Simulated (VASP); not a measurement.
All values below come from vdW-DF-cx, VASP's PBE PAW potentials (set 64) (plane waves; VASP).

VASP input:

### INCAR
```
! general
SYSTEM    =  SnO2
PREC      =  Accurate
ENCUT     =  520
LREAL     =  F
LASPH     =  T
ICHARG    =  11

! electronic loop
EDIFF     =  1E-7
NELM      =  100
ALGO      =  Normal
LMAXMIX   =  4

! smearing
ISMEAR    =  0
SIGMA     =  0.05

! functional
GGA       =  CX
LUSE_VDW  =  T
AGGAC     =  0.0

! output
LWAVE     =  F
LCHARG    =  F
LORBIT    =  11
```

KPOINTS:
```
k-points along high-symmetry lines
10
Line-mode
Reciprocal
  0.000000   0.000000   0.000000 ! GAMMA
  0.000000   0.500000   0.000000 ! X

  0.000000   0.500000   0.000000 ! X
  0.500000   0.500000   0.000000 ! M

  0.500000   0.500000   0.000000 ! M
  0.000000   0.000000   0.000000 ! GAMMA

  0.000000   0.000000   0.000000 ! GAMMA
  0.000000   0.000000   0.500000 ! Z

  0.000000   0.000000   0.500000 ! Z
  0.000000   0.500000   0.500000 ! R

  0.000000   0.500000   0.500000 ! R
  0.500000   0.500000   0.500000 ! A

  0.500000   0.500000   0.500000 ! A
  0.000000   0.000000   0.500000 ! Z

  0.000000   0.500000   0.000000 ! X
  0.000000   0.500000   0.500000 ! R

  0.500000   0.500000   0.000000 ! M
  0.500000   0.500000   0.500000 ! A
```

### POSCAR
```
SnO2
4.7768290
  1.0000000764   0.0000000000   0.0000000000
  0.0000000000   1.0000000764   0.0000000000
  0.0000000000   0.0000000000   0.6754656371
Sn O
2 4
Direct
  0.0000000000   0.0000000000   0.0000000000
  0.5000000000   0.5000000000   0.5000000000
  0.3061968016   0.3061968016   0.0000000000
  0.8061968016   0.1938031984   0.5000000000
  0.1938031984   0.8061968016   0.5000000000
  0.6938031984   0.6938031984   0.0000000000
```

POTCAR, in this order: Sn_d O (PBE.64 set). Program: vasp_std. Read from the step before: CHGCAR.

Output of the run:

### OSZICAR
```
       N       E                     dE             d eps       ncg     rms          rms(c)
DAV:   1     0.648263524837E+03    0.64826E+03   -0.26301E+04  6109   0.265E+03
DAV:   2     0.716544371658E+02   -0.57661E+03   -0.55754E+03  6137   0.694E+02
DAV:   3    -0.202115204581E+02   -0.91866E+02   -0.90159E+02  6574   0.222E+02
DAV:   4    -0.246638430515E+02   -0.44523E+01   -0.44358E+01  6513   0.545E+01
DAV:   5    -0.248068406354E+02   -0.14300E+00   -0.14296E+00  7674   0.957E+00
DAV:   6    -0.248113275951E+02   -0.44870E-02   -0.44866E-02  7177   0.142E+00
DAV:   7    -0.248115274520E+02   -0.19986E-03   -0.19986E-03  8210   0.253E-01
DAV:   8    -0.248115287224E+02   -0.12704E-05   -0.12704E-05  7248   0.230E-02
DAV:   9    -0.248115287482E+02   -0.25809E-07   -0.25794E-07  5883   0.346E-03
   1 F= -.24811529E+02 E0= -.24811529E+02  d E =-.201278E-11
```

**OUTCAR**
```
 val. band max:        5.6713899048   @ k =   0.0000   0.0000   0.0000

 cond. band min:       6.5589300529   @ k =   0.0000   0.0000   0.0000



 k-point     1 :       0.0000    0.0000    0.0000
  band No.  band energies     occupation
      1     -15.3175      2.00000
      2     -14.5900      2.00000
      3     -14.3768      2.00000
      4     -14.3488      2.00000
      5     -14.3488      2.00000
      6     -14.2844      2.00000
      7     -14.2401      2.00000
      8     -14.1607      2.00000
      9     -14.1223      2.00000
     10     -14.1223      2.00000
     11     -13.0532      2.00000
     12     -11.2474      2.00000
     13     -11.2474      2.00000
     14      -9.5684      2.00000
     15      -2.3931      2.00000
     16       1.6925      2.00000
     17       1.6925      2.00000
     18       1.7758      2.00000
     19       2.6403      2.00000
     20       3.6823      2.00000
     21       3.7471      2.00000
     22       4.4175      2.00000
     23       4.4175      2.00000
     24       4.9172      2.00000
     25       4.9172      2.00000
     26       5.6714      2.00000
     27       6.5589      0.00000
     28      11.4775      0.00000
     29      11.7558      0.00000
     30      11.7558      0.00000
     31      15.8731      0.00000

 k-point     2 :       0.0000    0.0556    0.0000
  band No.  band energies     occupation
      1     -15.3130      2.00000
      2     -14.5947      2.00000
      3     -14.3768      2.00000
      4     -14.3486      2.00000
      5     -14.3486      2.00000
      6     -14.2888      2.00000
      7     -14.2395      2.00000
      8     -14.1612      2.00000
      9     -14.1226      2.00000
     10     -14.1226      2.00000
     11     -13.0437      2.00000
     12     -11.2685      2.00000
     13     -11.2297      2.00000
     14      -9.5742      2.00000
     15      -2.3727      2.00000
     16       1.6291      2.00000
     17       1.7069      2.00000
     18       1.7874      2.00000
...
```

The density is held fixed in this step, so its total energy and stress have no physical meaning. Unless said otherwise, spin-orbit coupling is left out, though it shifts the bands of the heavy elements here.

The compound is SnO2 in the rutile structure. It was relaxed first.
